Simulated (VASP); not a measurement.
```
Ru2N
1.0
    2.74776     0.00000     0.00000
   -1.37388     2.37963     0.00000
    0.00000     0.00000    16.23408
N Ru
1 2
Direct
  0.00000   0.00000   0.50000
  0.33333   0.66667   0.56881
  0.66667   0.33333   0.43119
```

Level of theory: PBE GGA, VASP's PBE PAW potentials (set 64) (plane waves; VASP). Numerical set-up: 400 eV cut-off, 14×14×1 Γ-centred mesh, Gaussian smearing of 0.14 eV, potentials N Ru_pv.

The cell holds a wide vacuum, so values per volume refer to the whole cell.

Question: Give the energies of bands 11 to 19 at the high-symmetry points, in eV from the Fermi level.

Answer: 
```json
[
 {"band": "11", "Γ": "-4.15", "M": "-6.21", "K": "-3.49"},
 {"band": "12", "Γ": "-3.27", "M": "-1.66", "K": "-3.45"},
 {"band": "13", "Γ": "-3.27", "M": "-1.57", "K": "-3.45"},
 {"band": "14", "Γ": "-1.59", "M": "-0.60", "K": "-2.14"},
 {"band": "15", "Γ": "-1.59", "M": "-0.50", "K": "-0.46"},
 {"band": "16", "Γ": "-1.38", "M": "-0.10", "K": "-0.46"},
 {"band": "17", "Γ": "-1.26", "M": "0.16", "K": "0.82"},
 {"band": "18", "Γ": "-0.75", "M": "0.28", "K": "0.82"},
 {"band": "19", "Γ": "-0.75", "M": "0.85", "K": "2.52"}
]
```

It has no gap at this level: it comes out as a metal or semimetal.

The cell is a sheet with vacuum, built from a generated structure.
